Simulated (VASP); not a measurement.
## AlSn: single point with PBE

AlSn:

```
CELL_PARAMETERS angstrom
4.19811 0.00000 0.00000
-2.09905 3.63567 0.00000
0.00000 0.00000 3.30685
ATOMIC_POSITIONS crystal
Sn 0.33333 0.66667 0.50000
Al 0.00000 0.00000 0.00000
```

The cell comes from a database or a generator and needn't be the stable form of this composition.

* Program: VASP 6.6.1
* Task: single point
* Functional: PBE
* Potentials or basis: VASP PAW PBE potentials, release 64 (Sn_d, Al)
* Cutoff: 520 eV
* k mesh: 7 × 7 × 8
* Occupations: fermi-dirac, width 0.05 eV
* Spin: no spin polarisation

| Quantity | Value |
| --- | --- |
| Pressure | 0.2 GPa |
| Band gap on the k mesh | none (metal or under the smearing width) |

Stress tensor (GPa, compression positive):
```
0.10 0.00 0.00
0.00 0.10 0.00
0.00 0.00 0.41
```

Levels at points of the mesh, in eV from the Fermi level:
```csv
k point,band 5,band 6,band 7,band 8,band 9,band 10,band 11,band 12
"(0.00, 0.00, 0.00)",-21.24,-10.45,-0.23,-0.23,0.69,2.60,3.12,3.12
"(0.00, 0.00, 0.50)",-21.19,-7.43,-6.22,2.72,2.72,3.57,3.57,3.77
```

Wall time 11 s on 1 thread of Intel(R) Xeon(R) 6975P-C (Granite Rapids), with other jobs on the host, peak memory 0.18 GiB.
